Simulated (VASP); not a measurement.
Output of a VASP run:

File OSZICAR:
```
       N       E                     dE             d eps       ncg     rms          rms(c)
DAV:   1     0.245251599138E+03    0.24525E+03   -0.17014E+04   616   0.145E+03
DAV:   2     0.111317858285E+02   -0.23412E+03   -0.22791E+03   676   0.343E+02
DAV:   3    -0.199586062774E+01   -0.13128E+02   -0.13083E+02   742   0.800E+01
DAV:   4    -0.211324151318E+01   -0.11738E+00   -0.11735E+00   670   0.756E+00
DAV:   5    -0.211427258132E+01   -0.10311E-02   -0.10310E-02   772   0.649E-01    0.773E+00
DAV:   6    -0.136648623886E+01    0.74779E+00   -0.17753E+00   722   0.128E+01    0.617E+00
DAV:   7    -0.133961325529E+01    0.26873E-01   -0.52075E-01   700   0.398E+00    0.267E+00
DAV:   8    -0.133900774196E+01    0.60551E-03   -0.51270E-02   664   0.251E+00    0.318E-01
DAV:   9    -0.133859442633E+01    0.41332E-03   -0.86376E-03   712   0.113E+00    0.982E-02
DAV:  10    -0.133871021583E+01   -0.11579E-03   -0.84890E-04   664   0.338E-01    0.729E-02
DAV:  11    -0.133878732157E+01   -0.77106E-04   -0.22652E-04   670   0.107E-01    0.227E-02
DAV:  12    -0.133875968476E+01    0.27637E-04   -0.10733E-04   742   0.973E-02    0.581E-03
DAV:  13    -0.133876110989E+01   -0.14251E-05   -0.13503E-05   694   0.203E-02    0.542E-03
DAV:  14    -0.133876093538E+01    0.17450E-06   -0.51315E-07   748   0.352E-03    0.274E-03
DAV:  15    -0.133876114473E+01   -0.20934E-06   -0.24179E-07   546   0.260E-03    0.460E-04
DAV:  16    -0.133876110275E+01    0.41976E-07   -0.94364E-09   380   0.731E-04
   1 F= -.13387611E+01 E0= -.13387611E+01  d E =-.133876E+01
       N       E                     dE             d eps       ncg     rms          rms(c)
DAV:   1    -0.133901453266E+01   -0.25339E-03   -0.10153E-02   622   0.735E-01    0.747E-02
DAV:   2    -0.133887446927E+01    0.14006E-03   -0.19772E-04   724   0.142E-01    0.397E-02
DAV:   3    -0.133880823858E+01    0.66231E-04   -0.12457E-04   688   0.897E-02    0.126E-02
DAV:   4    -0.133880787244E+01    0.36614E-06   -0.16072E-05   676   0.362E-02    0.701E-03
DAV:   5    -0.133880764710E+01    0.22534E-06   -0.59157E-07   724   0.683E-03    0.207E-03
DAV:   6    -0.133880767471E+01   -0.27610E-07   -0.12181E-07   376   0.265E-03
   2 F= -.13388077E+01 E0= -.13388077E+01  d E =-.465720E-04
```

**OUTCAR**
```
------------------------ aborting loop because EDIFF is reached ----------------------------------------
  FORCE on cell =-STRESS in cart. coord.  units (eV):
  Direction    XX          YY          ZZ          XY          YZ          ZX
  --------------------------------------------------------------------------------------
  Total       -1.0297422     -1.0297421     -0.9978285      0.0000000     -0.0000000      0.0000000
  in kB      -13.7586061    -13.7586044    -13.3322002      0.0000000     -0.0000000      0.0000000
  external PRESSURE =     -13.6164702 kB  Pullay stress =       0.0000000 kB
  volume of cell :      119.91
      direct lattice vectors                 reciprocal lattice vectors
     2.197224343 -3.805703956 -0.000000000     0.227559831 -0.131381738 -0.000000000
     2.197224343  3.805703956 -0.000000000     0.227559831  0.131381738 -0.000000000
     0.000000000  0.000000000  7.170100757     0.000000000  0.000000000  0.139468054
  FREE ENERGIE OF THE ION-ELECTRON SYSTEM (eV)
  ---------------------------------------------------
  free  energy   TOTEN  =        -1.3388076747 eV

  energy  without entropy=       -1.3388076747  energy(sigma->0) =       -1.33880767

 reached required accuracy - stopping structural energy minimisation
```
(Selected blocks of OUTCAR.)

File POSCAR:
```
CdSe
1
    2.1980407603    -3.8071180264     0.0000000000
    2.1980407603     3.8071180264     0.0000000000
    0.0000000000     0.0000000000     7.1647753811
Cd Se
2 2
Direct
  0.6666670000   0.3333330000   0.5000500921
  0.3333330000   0.6666670000   0.0000500921
  0.6666670000   0.3333330000   0.8759499079
  0.3333330000   0.6666670000   0.3759499079
```

### Question
Write an INCAR and KPOINTS that could have produced this output.

### Answer
One answer among several that fit: the input of the run itself, optB86b-vdW, plane waves, VASP's PBE PAW potentials (set 64).

KPOINTS:
```
Automatic mesh
0
Gamma
6 6 3
0 0 0
```

INCAR:
```
ENCUT=520
ISIF=4
LREAL=.FALSE.   ! projection in real space or not
PREC=Accurate
SYSTEM=CdSe
PARAM2=1.0
AGGAC=0.0
ALGO=Normal   ! blocked Davidson
SIGMA=0.05   ! width (eV)
NELM=100   ! most electronic steps
LWAVE=.FALSE.
LASPH=.TRUE.
LCHARG=.FALSE.
NSW=30   ! most ionic steps
EDIFFG=-0.01   ! ionic stop
ISMEAR=0   ! Gaussian
LUSE_VDW=.TRUE.
LMAXMIX=4   ! l cut-off of mixed one-centre charges
GGA=MK
EDIFF=1E-7   ! SCF stop (eV)
IBRION=2   ! conjugate gradients
PARAM1=0.1234
```

POTCAR, in this order: Cd Se (PBE.64 set). Program: vasp_std.

The compound is CdSe in the wurtzite structure. This cell is one point of a volume scan, at 1.03 of the reference volume. Symmetry was kept, so distortions that lower it aren't found.
